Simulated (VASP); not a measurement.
Consider the following.

```
Ag
1.0
    0.00000     2.04500     2.04500
    2.04500     0.00000     2.04500
    2.04500     2.04500     0.00000
Ag
1
Cartesian
  0.00000   0.00000   0.00000
```

Level of theory: PBE GGA with D3 dispersion (Becke-Johnson damping), VASP's PBE PAW potentials (set 64) (plane waves; VASP). Settings: 520 eV cut-off, 14×14×14 Γ-centred mesh, first-order Methfessel-Paxton smearing of 0.10 eV, potentials Ag.

Task: The ions, cell shape and volume are relaxed. Give the cell that the relaxation ends in.

Result: 
```
Ag
1.0
    0.00000     2.03455     2.03455
    2.03455     0.00000     2.03455
    2.03455     2.03455     0.00000
Ag
1
Cartesian
  0.00000   0.00000   0.00000
```
Space group Fm-3m (225), at a tolerance of 0.03 Å.

Task: How do energy and volume change from the first to the last step?

Result: The energy (σ→0) changes by -1.4 meV/atom and the volume by -1.5 %, in 3 ionic steps.

```
step  E(σ→0) (eV)  max force (eV/Å)  pressure (GPa)  volume (Å³)
----  -----------  ----------------  --------------  -----------
1         -3.2949             0.000           -1.60        17.10
2         -3.2958             0.000            1.09        16.68
3         -3.2963             0.000            0.03        16.84
```

The compound is Ag in the fcc structure. This run relaxes it. Symmetry was kept, so distortions that lower it aren't found.
